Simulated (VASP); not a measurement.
Output of a VASP run:

OSZICAR:
```
       N       E                     dE             d eps       ncg     rms          rms(c)
DAV:   1     0.879311874440E+02    0.87931E+02   -0.73837E+03  3316   0.144E+03
DAV:   2    -0.578346994640E+01   -0.93715E+02   -0.91969E+02  3404   0.370E+02
DAV:   3    -0.721295283832E+01   -0.14295E+01   -0.14007E+01  3424   0.537E+01
DAV:   4    -0.722097849663E+01   -0.80257E-02   -0.80245E-02  3344   0.433E+00
DAV:   5    -0.722107291965E+01   -0.94423E-04   -0.94422E-04  3422   0.458E-01    0.210E+01
DAV:   6    -0.604036429666E+01    0.11807E+01   -0.43999E+00  3316   0.325E+01    0.313E+00
DAV:   7    -0.601833041117E+01    0.22034E-01   -0.32945E-02  3334   0.235E+00    0.131E+00
DAV:   8    -0.601139290830E+01    0.69375E-02   -0.71792E-03  3310   0.151E+00    0.621E-02
DAV:   9    -0.601137992534E+01    0.12983E-04   -0.16879E-04  3362   0.224E-01    0.328E-02
DAV:  10    -0.601139192028E+01   -0.11995E-04   -0.11336E-05  3314   0.418E-02    0.317E-03
DAV:  11    -0.601139212726E+01   -0.20698E-06   -0.32214E-07  3334   0.827E-03    0.772E-04
DAV:  12    -0.601139241834E+01   -0.29108E-06   -0.20883E-08  1652   0.234E-03    0.330E-04
DAV:  13    -0.601139244071E+01   -0.22369E-07   -0.14671E-09  1650   0.581E-04
   1 F= -.60113924E+01 E0= -.60112551E+01  d E =-.412144E-03
```

File OUTCAR:
```
------------------------ aborting loop because EDIFF is reached ----------------------------------------
  FORCE on cell =-STRESS in cart. coord.  units (eV):
  Direction    XX          YY          ZZ          XY          YZ          ZX
  --------------------------------------------------------------------------------------
  Total        1.0435839      1.0435839      1.0435839      0.0000000      0.0000000      0.0000000
  in kB      135.6677254    135.6677254    135.6677254      0.0000000      0.0000000      0.0000000
  external PRESSURE =     135.6677254 kB  Pullay stress =       0.0000000 kB
  volume of cell :       12.32
      direct lattice vectors                 reciprocal lattice vectors
    -1.455125571  1.455125571  1.455125571     0.000000000  0.343612957  0.343612957
     1.455125571 -1.455125571  1.455125571     0.343612957  0.000000000  0.343612957
     1.455125571  1.455125571 -1.455125571     0.343612957  0.343612957  0.000000000
 POSITION                                       TOTAL-FORCE (eV/Angst)
 -----------------------------------------------------------------------------------
      0.00000      0.00000      0.00000         0.000000      0.000000      0.000000
 -----------------------------------------------------------------------------------
    total drift:                                0.000000     -0.000000      0.000000
  FREE ENERGIE OF THE ION-ELECTRON SYSTEM (eV)
  ---------------------------------------------------
  free  energy   TOTEN  =        -6.0113924407 eV

  energy  without entropy=       -6.0109802963  energy(sigma->0) =       -6.01125506
```
(Selected blocks of OUTCAR.)

POSCAR:
```
V
1
   -1.4551255708     1.4551255708     1.4551255708
    1.4551255708    -1.4551255708     1.4551255708
    1.4551255708     1.4551255708    -1.4551255708
V
1
Direct
  0.0000000000   0.0000000000   0.0000000000
```

Reconstruct the remaining input files.

This is not unique; one that fits is the input of the run itself, optB86b-vdW, plane waves, VASP's PBE PAW potentials (set 64).

**INCAR**
```
# general
SYSTEM   = V
PREC     = Accurate
ENCUT    = 520
LREAL    = .FALSE.
LASPH    = .TRUE.

# electronic loop
EDIFF    = 1E-7
NELM     = 100
ALGO     = Normal
LMAXMIX  = 4

# smearing
ISMEAR   = 1
SIGMA    = 0.1

# functional
GGA      = MK
LUSE_VDW = .TRUE.
AGGAC    = 0.0
PARAM1   = 0.1234
PARAM2   = 1.0

# ions
ISIF     = 2

# output
LWAVE    = .FALSE.
LCHARG   = .FALSE.
```

KPOINTS:
```
Automatic
0
Gamma
 17 17 17
0 0 0
```

POTCAR, in this order: V_sv (PBE.64 set). Program: vasp_std.

The compound is V in the bcc structure. This cell is one point of a volume scan, at 0.94 of the reference volume. The run is not spin-polarised, so no magnetic state was tried.
